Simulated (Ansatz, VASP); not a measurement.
# Sc: VASP beside Ansatz

One calculation is typed for both programs; each brings its own data sets. How far apart do they land? Of the first pair: The structure shown is the end of the Ansatz relaxation below.

Calculated with Ansatz 0.2.0; plane waves, with VASP 6.6.1 beside it; single point at LDA and zone-centre phonons at LDA.

**1. The structure**

Symmetry: P6_3/mmc, No. 194, hexagonal system. The conventional cell has a = 3.220 Å, b = 3.220 Å, c = 4.964 Å, α = 90.00°, β = 90.00°, γ = 120.00°. Sc has 12 Sc at 3.10 to 3.22 Å nearest.

**2. Ansatz: relaxation, LDA**

Ansatz runs on its PAW soft_1 files.

This run makes the geometry at which the two programs are then compared.

input.yaml reads:

```yaml
crystal:
  lattice:
    - [3.2240019474, 0.0, 0.0]
    - [-1.6120009737, 2.7920675883, 0.0]
    - [0.0, 0.0, 4.9521697455]
  atoms:
    - { symbol: Sc, position: [0.3333333333, 0.6666666667, 0.25] }
    - { symbol: Sc, position: [0.6666666667, 0.3333333333, 0.75] }
kpoints:
  mp_grid: { grid: [15, 15, 8] }
hamiltonian:
  xc: lda
  pseudopotentials: { kind: paw, azcp: { folder: soft_1 }, xc_functional: pbe }
scf:
  occupations: { method: methfessel_paxton, width: 0.2 }
output:
  forces: true
  stress: true
  eigenvalues: true
relax:
  adjacent_minimum: "off"
  f_tol: 0.001
  max_steps: 60
  cell: { stress_tol: 0.01, fix: [volume] }
```

The run is started by

```sh
ansatz run input.yaml --threads 4 --pin off --max-ram 10240MiB --backend cpu --events-out ev --progress --plain --runs-dir out
```

Numbers of over 12 decimals in the logs are rounded to 6 here.

Log:

```text
Engine: ansatz 0.2.0, x86_64-unknown-linux-gnu
Pseudopotentials: kind: paw
Pseudopotential: Sc, paw, valence charge 11, recommended cutoff 420 eV (normal), soft_1/Sc.paw.azcp
Functional definition: SPW92
  exchange = slater_x
  correlation = pw_c
Crystal: 2 atoms, lattice volume = 44.578 Å³
Basis set: ecut = 420 eV, 881 PW (Γ)
Bands: 15, of which v1, the nominal top of the filled ones, is band 11 counted from 1 (10 counted from 0)
Symmetry: 24 space group operations
Space group: P63/mmc (ITA 194), of the structure as read, at distance tolerance 3.5e-5 Å
k-points: 135 of 1800
Non-local potential: Sc, projectors of the file, l = 0: 3, l = 1: 2, l = 2: 3, l = 3: 1
PAW form: soft (Blöchl's): semilocal exchange-correlation on the pseudo side does not see the compensation charge
PAW frozen core: Sc, regenerated for the run's functional, and the local potential with it (the file was generated under x = pbe(κ = 0.804, μ = 0.219515), c = pbe(β = 0.066725))
PAW one-centre angular grid: Sc, 590 points (default); XC on 64 Gauss nodes
Initial density: superposition of atomic densities (chi_scale 0.1, normalization cell)
Initial wavefunctions: pseudopotential atomic-orbital guess
Functional: x = slater, c = lda
SCF iter   1: F=—  HF=-4178.146776 eV  |F-HF|=—  |Δ(HF+E_count)|=         —  Δρ=2.42e-2  dr2=3.11e-1  ethr=3.10e-3  ⟨swp⟩=3.1  Hψ=7446  notcnv=0
preconditioner: auto → none  [metal: Δε(μ)=0.012 eV  Ē_g=2.757 eV  σ=0.200 eV  W_gap=0.05  n_scr=8 (ndim 8)  ℏωp=13.6 eV  f_vac=0.000  D(μ)=3.62/eV (n_scr^D=36)  sad-step TF]
SCF iter   2: F=—  HF=-4178.064174 eV  |F-HF|=—  |Δ(HF+E_count)|=   8.26e-2  S|Δr|=    0.00e0  Δρ=1.34e-2  dr2=1.05e-1  ethr=1.41e-3  ⟨swp⟩=2.0  Hψ=3536  notcnv=0  defer=1
SCF iter   3: F=—  HF=-4178.027038 eV  |F-HF|=—  |Δ(HF+E_count)|=   3.71e-2  S|Δr|=    0.00e0  Δρ=1.01e-3  dr2=2.55e-4  ethr=4.77e-4  ⟨swp⟩=3.0  Hψ=3902  notcnv=0  defer=1
SCF iter   4: F=—  HF=-4178.027274 eV  |F-HF|=—  |Δ(HF+E_count)|=   2.35e-4  S|Δr|=    0.00e0  Δρ=5.62e-5  dr2=8.68e-7  ethr=1.16e-6  ⟨swp⟩=2.7  Hψ=3558  notcnv=0  defer=1
SCF iter   5: F=—  HF=-4178.027274 eV  |F-HF|=—  |Δ(HF+E_count)|=   6.94e-7  S|Δr|=    0.00e0  Δρ=2.00e-5  dr2=1.54e-7  ethr=4.55e-10  ⟨swp⟩=5.4  Hψ=8368  notcnv=0
SCF iter   6: F=-4178.027274 eV  HF=-4178.027274 eV  |F-HF|=1.37e-9  |Δ(HF+E_count)|=   5.88e-8  S|Δr|=    0.00e0  Δρ=2.30e-6  dr2=1.83e-9  ethr=4.55e-10  ⟨swp⟩=4.0  Hψ=7096  notcnv=0
SCF 1 converged in 6 iterations: F = -4178.027274 eV  dr2 = 1.83e-9
  greatest PAW one-centre occupation: 0.998 electrons in one spin orbital (limit 2), on the Sc atom at site 1 (counted from 0), in its partial waves of l = 0
relax step   1: F+E_penalty+E_count = -4178.02727430 eV  Δ(F+E_penalty+E_count) = +0.000e0 eV  max|allowed force component| = 1.573e-16 eV/Å  Δτ_max = 0.0000 Å  P = +0.616 GPa  Ω = 44.578 Å³  fix = [volume]  reactions: volume +0.616 GPa  (6 SCF iters, dr2 threshold 1.00e-7 eV, accepted)
[...]
relax step   2: F+E_penalty+E_count = -4178.02737231 eV  Δ(F+E_penalty+E_count) = -9.801e-5 eV  max|allowed force component| = 7.401e-17 eV/Å  Δτ_max = 0.0000 Å  P = +0.623 GPa  Ω = 44.578 Å³  energy of the carried Pulay correction = +2.987e-7 eV  fix = [volume]  reactions: volume +0.623 GPa  (3 SCF iters, dr2 threshold 9.79e-8 eV, accepted)
[...]
relax step   3: F+E_penalty+E_count = -4178.02737304 eV  Δ(F+E_penalty+E_count) = -7.295e-7 eV  max|allowed force component| = 1.110e-16 eV/Å  Δτ_max = 0.0000 Å  P = +0.624 GPa  Ω = 44.578 Å³  energy of the carried Pulay correction = +3.261e-7 eV  fix = [volume]  reactions: volume +0.624 GPa  (3 SCF iters, dr2 threshold 6.94e-10 eV, accepted)
[...]
relax step   4: F+E_penalty+E_count = -4178.02737346 eV  Δ(F+E_penalty+E_count) = -4.198e-7 eV  max|allowed force component| = 3.701e-17 eV/Å  Δτ_max = 0.0000 Å  P = +0.624 GPa  Ω = 44.578 Å³  fix = [volume]  reactions: volume +0.624 GPa  stress off target by 3.92e-4 GPa on what of the cell is left free  SCF on the basis re-selected at this cell (its energy is not comparable with the rows above)  (3 SCF iters)
basis re-selected at this cell: Δ(F+E_penalty+E_count) = -4.198e-7 eV, ΔP = +0.000 GPa vs the last step (what re-selecting the basis moved, of the pressure what is left beyond the Pulay correction that the steps carried, after the strain that the cell walked since its last selection, with what the two solves' SCF thresholds leave and, on support functions, any second-order correction that the steps lacked; it is no m [...]
SCF converged after 3 iterations
Stability not checked: this state was not tested for a lower state beside it, because cold or Methfessel-Paxton smearing, or corrected tetrahedra, fill the levels in a way that the test cannot read (fill_not_monotonic; see scf.lower_state_search)
Free energy (F): -4178.027373 eV
Harris-Foulkes:  -4178.027373 eV  (|F-HF|=8.19e-12)
Internal energy: -4178.025666 eV  (E = F + TS)
E sigma→0 (E₀):  -4178.026947 eV
Entropy (-TS):   -0.001707 eV (-0.854 meV/atom)
Fermi energy:    10.017281 eV
--- Per-component energies (eV) ---
  E_band       = -312.103004
  E_kinetic    = 416.203550
  E_local      = -1618.686647  (includes V_loc(G=0)·N_el)
  E_nonlocal   = 293.549363
  E_hartree    = 577.451390
  E_xc         = -169.764261
  E_vxc        = -209.978077  (∫ρ·V_xc dr)
  E_paw        = -1890.090068  (= ΣΔE_a)
  E_vpaw       = -348.094048  (= ΣTr[D̂ρ^β])
  E_aug_tail   = 0.000058  (compensation charges beyond the density's cutoff)
  E_ewald      = -1787.298897
  E_core_change = 0.609846  (= ΣΔE_core)
  E_smearing   = -0.001707  (= −TS)
  E_closure    = -0.000000  (closes the sum)
  Σ components = -4178.027373   (vs F -4178.027373, Δ=0.00e0)
--- Forces (eV/Å), atoms counted from 1 ---
  atom   1  Sc     0.00000000    -0.00000000     0.00000000
  atom   2  Sc     0.00000000     0.00000000     0.00000000
  max |Σ_I F_I| component: 1.85e-17 eV/Å
--- Stress (GPa, compression-positive) ---
        0.623883       0.000000       0.000000
        0.000000       0.623883       0.000000
        0.000000       0.000000       0.624472
  P = ⅓ Tr σ = 0.6241 GPa (6.241 kbar)
--- Band table (eV; the first three rows and the last of 135) ---
  k-point 0: bands = [... 7 lower, -17.2242, 4.7788, 8.2498, 11.0612, 11.6624, 11.6624, 12.0386, 12.1941]
  k-point 1: bands = [... 7 lower, -17.2497, 4.8969, 8.1459, 10.9458, 11.5920, 11.5920, 11.9571, 12.1132]
  k-point 2: bands = [... 7 lower, -17.2858, 5.2416, 7.7899, 10.7905, 11.4961, 11.4961, 11.7300, 11.9218]
  k-point 134: bands = [... 7 lower, -17.3273, 9.5679, 9.5679, 9.8233, 9.8233, 10.3983, 10.3983, 12.5970]
--- Relaxed structure (3 steps of the walk, 3 accepted, 1 SCFs on fresh bases) ---
  F+E_penalty+E_count = -4178.02737346 eV   max|allowed force component| = 3.701e-17 eV/Å   (the final SCF, on the basis selected at the relaxed cell)
  cell:  # Å, volume = 44.5776 Å³
    - [3.220162, 0.0, 0.0]
    - [-1.610081, 2.788742, 0.0]
    - [0.0, 0.0, 4.963986]
  atoms:
    - { symbol: Sc, position: [0.333333, 0.666667, 0.25] }
    - { symbol: Sc, position: [0.666667, 0.333333, 0.750000] }
```

Reading the cycles: dr2 is the Hartree energy of the density residual (eV), the measure of convergence; HF is the Harris–Foulkes estimate of the energy, which meets the free energy F at convergence.

**3. VASP: single point, LDA**

The same cell, functional (in two slightly different forms), mesh and smearing now go to VASP, with its own data sets.

Lines of VASP's logs that name or quote its potential files are left out, and so is its time.

INCAR reads:

```
SYSTEM = Sc
PREC = Accurate
ENCUT = 500
EDIFF = 1E-06
NELM = 120
ISMEAR = 1
SIGMA = 0.2
LREAL = .FALSE.
ALGO = Normal
GGA = CA
NBANDS = 17
LASPH = .TRUE.
LORBIT = 11
LWAVE = .FALSE.
LCHARG = .FALSE.
ISIF = 2
GGA_COMPAT = .FALSE.
KPAR = 2
```

POSCAR reads:

```
Sc
1.0
    3.2201624519      0.0000000000      0.0000000000
   -1.6100812259      2.7887424876      0.0000000000
    0.0000000000      0.0000000000      4.9639860245
Sc
2
Direct
    0.3333333333      0.6666666667      0.2500000000
    0.6666666667      0.3333333333      0.7500000000
```

KPOINTS reads:

```
Automatic mesh
0
Gamma
15 15 8
0 0 0
```

PAW data sets: Sc_sv (LDA family, release 64).

The run is started by

```sh
mpirun -np 2 vasp_std
```

Log:

```text
[banner, memory and clock lines left out]
running    2 mpi-ranks, on    1 nodes
 distrk:  each k-point on    1 cores,    2 groups
 distr:  one band on    1 cores,    1 groups

 POSCAR found type information on POSCAR Sc
 POSCAR found :  1 types and       2 ions
 LDA part: xc-table for (Slater(with rela. corr.)+CA(PZ))
 , standard interpolation
 POSCAR, INCAR and KPOINTS ok, starting setup
 FFT: planning ... GRIDC
 FFT: planning ... GRID_SOFT
 FFT: planning ... GRID
 WAVECAR not read
 entering main loop
       N       E                     dE             d eps       ncg     rms          rms(c)
DAV:   1     0.354431675107E+03    0.35443E+03   -0.10799E+04  4614   0.140E+03
DAV:   2     0.610550296679E+01   -0.34833E+03   -0.34204E+03  5951   0.591E+02
DAV:   3    -0.144142738921E+02   -0.20520E+02   -0.19815E+02  7737   0.176E+02
DAV:   4    -0.147170210097E+02   -0.30275E+00   -0.30101E+00  6694   0.202E+01
DAV:   5    -0.147212614492E+02   -0.42404E-02   -0.42363E-02  7891   0.255E+00    0.842E+00
DAV:   6    -0.136193105696E+02    0.11020E+01   -0.24445E+00  5961   0.194E+01    0.256E+00
DAV:   7    -0.134617502574E+02    0.15756E+00   -0.59535E-01  6170   0.868E+00    0.729E-01
DAV:   8    -0.134483387703E+02    0.13411E-01   -0.24562E-02  6366   0.224E+00    0.208E-01
DAV:   9    -0.134476121247E+02    0.72665E-03   -0.46056E-03  6448   0.773E-01    0.194E-02
DAV:  10    -0.134476342579E+02   -0.22133E-04   -0.87056E-05  7408   0.140E-01    0.425E-03
DAV:  11    -0.134476349437E+02   -0.68589E-06   -0.12756E-06  4647   0.141E-02
   1 F= -.13447635E+02 E0= -.13447094E+02  d E =-.162257E-02
```

From OUTCAR (step 3):

```text
ion  position               nearest neighbor table
   1  0.333  0.667  0.250-   2 3.10   2 3.10   2 3.10   2 3.10   2 3.10   2 3.10
   2  0.667  0.333  0.750-   1 3.10   1 3.10   1 3.10   1 3.10   1 3.10   1 3.10

  LATTYP: Found a hexagonal cell.
 ALAT       =     3.2201624519
 C/A-ratio  =     1.5415327949

 Subroutine GETGRP returns: Found 24 space group operations
 (whereof 12 operations were pure point group operations)

The static configuration has the point symmetry D_3d.
 The point group associated with its full space group is D_6h.

 Found    135 irreducible k-points:

   k-points           NKPTS =    135   k-points in BZ     NKDIM =    135   number of bands    NBANDS=     17

   dimension x,y,z NGX =    24 NGY =   24 NGZ =   36
   dimension x,y,z NGXF=    48 NGYF=   48 NGZF=   72

   ENCUT  =  500.0 eV  36.75 Ry    6.06 a.u.   5.87  5.87  9.05*2*pi/ulx,y,z

   NELECT =      22.0000    total number of electrons

 k-points in reciprocal lattice and weights: Automatic mesh
   0.00000000  0.00000000  0.00000000       0.001
   0.06666667 -0.00000000  0.00000000       0.003
   0.13333333  0.00000000  0.00000000       0.003
   0.20000000 -0.00000000  0.00000000       0.003
   0.26666667  0.00000000  0.00000000       0.003
   0.33333333 -0.00000000  0.00000000       0.003
   0.40000000 -0.00000000  0.00000000       0.003
   0.46666667 -0.00000000  0.00000000       0.003
   0.06666667  0.06666667  0.00000000       0.003
[...]
0.33333333  0.26666667  0.50000000       0.007
   0.33333333  0.33333333  0.50000000       0.001

 average (electrostatic) potential at core
       1 -46.3241       2 -46.3241

 E-fermi :   4.0602

 k-point     1 :       0.0000    0.0000    0.0000
  band No.  band energies     occupation
    ...
      6     -23.1943      2.00000
      7     -23.1943      2.00000
      8     -23.1478      2.00000
      9      -1.1806      2.00000
     10       2.2891      2.00000
     11       5.1137     -0.00000
     12       5.7027     -0.00000
     13       5.7027     -0.00000
     14       6.0789     -0.00000
     15       6.2352     -0.00000
    ...

 k-point     2 :       0.0667   -0.0000    0.0000
  band No.  band energies     occupation
    ...
      6     -23.2111      2.00000
      7     -23.1961      2.00000
      8     -23.1519      2.00000
      9      -1.0745      2.00000
     10       2.3763      2.00000
     11       4.9804     -0.00000
     12       5.5013     -0.00000
     13       5.7826     -0.00000
     14       6.1624     -0.00000
     15       6.2312     -0.00000
    ...

 k-point     3 :       0.1333    0.0000    0.0000
  band No.  band energies     occupation
    ...
      6     -23.2577      2.00000
      7     -23.2015      2.00000
      8     -23.1643      2.00000
      9      -0.7639      2.00000
     10       2.6183      2.00000
     11       4.6540     -0.00022
     12       5.1301     -0.00000
     13       5.9870     -0.00000
     14       6.0170     -0.00000
     15       6.2313     -0.00000
    ...

  Total        0.1971788      0.1971788      0.1974152      0.0000000      0.0000000      0.0000000
  in kB        7.0868638      7.0868638      7.0953616      0.0000000      0.0000000      0.0000000
  external PRESSURE =       7.0896964 kB  Pullay stress =       0.0000000 kB

  energy-cutoff  :      500.00
  volume of cell :       44.58
      direct lattice vectors                 reciprocal lattice vectors
     3.220162452  0.000000000  0.000000000     0.310543339  0.179292280  0.000000000
    -1.610081226  2.788742488  0.000000000     0.000000000  0.358584561  0.000000000
     0.000000000  0.000000000  4.963986024     0.000000000  0.000000000  0.201451010

 POSITION                                       TOTAL-FORCE (eV/Angst)
 -----------------------------------------------------------------------------------
     -0.00000      1.85916      1.24100        -0.000000      0.000000      0.000000
      1.61008      0.92958      3.72299         0.000000     -0.000000      0.000000
 -----------------------------------------------------------------------------------
    total drift:                               -0.000000      0.000000     -0.000000

  FREE ENERGIE OF THE ION-ELECTRON SYSTEM (eV)
  ---------------------------------------------------
  free  energy   TOTEN  =       -13.4476349437 eV

  energy  without entropy=      -13.4460123786  energy(sigma->0) =      -13.44709409

 total charge
# of ion       s       p       d       tot
------------------------------------------
    1        2.300   6.113   1.103   9.516
    2        2.300   6.113   1.103   9.516
--------------------------------------------------
tot          4.601  12.227   2.205  19.033

[... 3 further parts left out ...]
```

The run ends at a pressure of 0.71 GPa.

**4. Comparison**

Known differences besides the potentials themselves: the two LDA forms differ slightly; the cutoff is 420 eV in Ansatz and 500 eV in VASP; VASP's log shows a relativistic correction to its local exchange, Ansatz's none; Ansatz's pressure holds a Pulay correction, VASP's none. Total energies have different zeros and are not compared.

The two programs side by side:

```
      quantity  Ansatz  VASP  difference
pressure (GPa)    0.62  0.71       -0.08
```

**5. VASP: zone-centre phonons, LDA, pair 2**

Second derivatives magnify differences that forces hide, and they need a tight electronic threshold. The cell compared in this pair holds 40.53 Å³, against 44.58 Å³ for the pair before.

INCAR, as its differences from that of step 3:

```diff
@@ -3,3 +3,3 @@
 ENCUT = 500
-EDIFF = 1E-06
+EDIFF = 1E-08
 NELM = 120
@@ -16,2 +16,3 @@
 ISIF = 2
+IBRION = 8
 GGA_COMPAT = .FALSE.
```

POSCAR reads:

```
Sc
1.0
    3.1231851696      0.0000000000      0.0000000000
   -1.5615925848      2.7047576976      0.0000000000
    0.0000000000      0.0000000000      4.7973119615
Sc
2
Direct
    0.3333333333      0.6666666667      0.2500000000
    0.6666666667      0.3333333333      0.7500000000
```

KPOINTS is that of step 3.

The run is started by

```sh
mpirun -np 2 vasp_std
```

Log:

```text
[... set-up lines as in an earlier step ...]
 entering main loop
       N       E                     dE             d eps       ncg     rms          rms(c)
DAV:   1     0.350561626087E+03    0.35056E+03   -0.10835E+04  4614   0.143E+03
DAV:   2     0.495706133621E+01   -0.34560E+03   -0.33960E+03  5918   0.595E+02
DAV:   3    -0.141399880808E+02   -0.19097E+02   -0.18281E+02  7596   0.174E+02
DAV:   4    -0.144648364610E+02   -0.32485E+00   -0.32265E+00  6745   0.208E+01
[...]
DAV:  10    -0.133436228872E+02   -0.17767E-04   -0.59612E-05  7348   0.116E-01    0.352E-03
DAV:  11    -0.133436233423E+02   -0.45510E-06   -0.93052E-07  7054   0.113E-02    0.846E-04
DAV:  12    -0.133436233481E+02   -0.57639E-08   -0.49820E-08  6534   0.313E-03
   1 F= -.13343623E+02 E0= -.13343839E+02  d E =0.648417E-03
 Linear response reoptimize wavefunctions to high precision
DAV:   1    -0.133436233387E+02    0.94001E-08   -0.79721E-09  6350   0.112E-03
DAV:   2    -0.133436233387E+02   -0.48658E-10   -0.20260E-10  3902   0.221E-04
 Linear response DOF=           2
 Linear response progress:
[...]
RMM:  19    -0.714983869133E+00   -0.61521E-08   -0.90567E-07 44550   0.101E-02    0.130E-06
RMM:  20    -0.714983868927E+00    0.20596E-09   -0.80994E-07 45025   0.101E-02    0.125E-06
RMM:  21    -0.714983867495E+00    0.14312E-08   -0.73453E-07 45629   0.101E-02    0.145E-06
 first order change of Fermi-energy   0.11363E-04
 force on displaced ion       1 direction 1 :  -1.808  -0.000   0.000
 Linear response progress:
  Degree of freedom:   2/  2
       N       E                     dE             d eps       ncg     rms          rms(c)
RMM:   1    -0.787464934412E+00   -0.78746E+00   -0.10185E+02  6615   0.298E+02
RMM:   2    -0.788832740341E+00   -0.13678E-02   -0.22982E-01 10606   0.565E+00    0.137E-01
RMM:   3    -0.791845140099E+00   -0.30124E-02   -0.84567E-03 10872   0.107E+00    0.475E-02
RMM:   4    -0.790902321757E+00    0.94282E-03   -0.14339E-03 13369   0.314E-01    0.184E-02
[...]
RMM:  25    -0.790653926872E+00    0.58955E-08   -0.29882E-06 16075   0.105E-02    0.391E-06
RMM:  26    -0.790653923665E+00    0.32065E-08   -0.26700E-06 16169   0.105E-02    0.407E-06
RMM:  27    -0.790653923891E+00   -0.22597E-09   -0.29683E-06 16372   0.105E-02    0.419E-06
 first order change of Fermi-energy   0.29829E-04
 force on displaced ion       1 direction 3 :   0.000  -0.000  -6.395
 Linear response finished
```

OUTCAR, selected parts (step 5):

```text
  Total        1.9720885      1.9720885      1.9788080      0.0000000      0.0000000      0.0000000
  in kB       77.9673788     77.9673788     78.2330360      0.0000000      0.0000000      0.0000000
  external PRESSURE =      78.0559312 kB  Pullay stress =       0.0000000 kB

 POSITION                                       TOTAL-FORCE (eV/Angst)
 -----------------------------------------------------------------------------------
     -0.00000      1.80317      1.19933         0.000000      0.000000      0.000000
      1.56159      0.90159      3.59798        -0.000000     -0.000000      0.000000
 -----------------------------------------------------------------------------------
    total drift:                               -0.000000      0.000000     -0.000000

[... 1 part as in an earlier step ...]

[... 1 further part left out ...]
```

(Continued in part 2 of 2.)

[Lines on the potential files, build, host, timing and source positions are cut from VASP's logs without a mark.]

[Logs are printed without paths, hosts, clocks, repeated set-up lines and the standing remarks that a program may print on its own settings, such as how far it seeks lower states.]

[Hosts, paths, dates, database ids (printed as entryN), source tags and the programs' standing remarks are cut or masked in the printed files.]
